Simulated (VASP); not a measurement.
Here is the system:

```
CdSe
1.0
    0.00000     3.13865     3.13865
    3.13865     0.00000     3.13865
    3.13865     3.13865     0.00000
Cd Se
1 1
Direct
  0.00000   0.00000   0.00000
  0.25000   0.25000   0.25000
```

The numbers are results of revTPSS meta-GGA, VASP's PBE PAW potentials (set 64) (plane waves; VASP), not measurements. Run with 520 eV cut-off, 8×8×8 Γ-centred mesh, Gaussian smearing of 0.050 eV, potentials Cd Se.

Problem. Estimate the energy per atom (σ→0), pressure, band gap (on the k-mesh) with the smallest direct gap where there is one.

Solution. 
```json
{
  "band gap (on the k-mesh)": "0.63 eV",
  "smallest direct gap (on the k-mesh)": "0.63 eV",
  "energy per atom (σ→0)": "9.318 eV/atom",
  "pressure": "-2.41 GPa"
}
```

The compound is CdSe in the zinc blende structure, whereas wurtzite is the usual form. This cell is one point of a volume scan, at 1.06 of the reference volume.
